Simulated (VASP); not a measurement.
Input for VASP

KPOINTS:
```
Regular mesh
0
gamma
 3 3 3
```

POSCAR:
```
CsSnI3
6.286230
  1.0000000000   0.0000000000   0.0000000000
  0.0000000000   1.0000000000   0.0000000000
  0.0000000000   0.0000000000   1.0000000000
Cs Sn I
1 1 3
Direct
  0.5208340000   0.4928000000   0.4996100000
 -0.0113100000   0.0015180000   0.0085750000
  0.4869510000  -0.0056880000   0.0125590000
 -0.0103010000   0.5052330000  -0.0187350000
  0.0138250000   0.0061370000   0.4979910000
```

INCAR:
```
LHFCALC=.TRUE.
ISYM=3
LWAVE=.FALSE.
AEXX=0.25
HFSCREEN=0.2   # 1/Angstrom
SYSTEM=CsSnI3
PREC=Accurate
ISIF=2
NELM=100   # most electronic steps
LCHARG=.FALSE.
ISMEAR=0
LMAXMIX=4   # l cut-off of mixed one-centre charges
LASPH=.TRUE.   # aspherical one-centre terms
LREAL=.FALSE.
ENCUT=210   # plane-wave cut-off (eV)
ALGO=Normal   # blocked Davidson
SIGMA=0.05   # width (eV)
GGA=PE   # PBE
EDIFF=1E-6   # SCF stop (eV)
PRECFOCK=Fast
```

POTCAR, in this order: Cs_sv Sn_d I (PBE.64 set). Program: vasp_std.

Q: Write an equivalent input for Ansatz.

A: One equivalent input (not run):
Ansatz 0.2 input:
```yaml
crystal:
  lattice:
    - [6.2862300, 0.0000000, 0.0000000]
    - [0.0000000, 6.2862300, 0.0000000]
    - [0.0000000, 0.0000000, 6.2862300]
  atoms:
    - { symbol: Cs, position: [0.5208340, 0.4928000, 0.4996100] }
    - { symbol: Sn, position: [-0.0113100, 0.0015180, 0.0085750] }
    - { symbol: I, position: [0.4869510, -0.0056880, 0.0125590] }
    - { symbol: I, position: [-0.0103010, 0.5052330, -0.0187350] }
    - { symbol: I, position: [0.0138250, 0.0061370, 0.4979910] }
kpoints:
  mp_grid: { grid: [3, 3, 3] }
hamiltonian:
  xc: hse06
  pseudopotentials: { kind: paw }
scf:
  occupations: { method: gaussian, width: 0.05 }
  max_iter: 100
output: { forces: true, stress: true, eigenvalues: true }
```
What does not carry over: each code has its own PAW files, so the cut-off isn't converted (ENCUT is set for VASP's; basis.ecutwfc is left out, and Ansatz then takes the one that its files recommend); Ansatz stops its SCF on the density residual and VASP on the energy change (EDIFF); Ansatz's hse06 screens at 0.11 per bohr (0.208 per Å), slightly more than HFSCREEN = 0.2.

The structure comes from a computed database's CsSnI3 entry; how it stands against other phases isn't given here. The cell was not relaxed at this level. The run is one of a series of settings (ENCUT = 210 against the base run), some of them coarse on purpose.
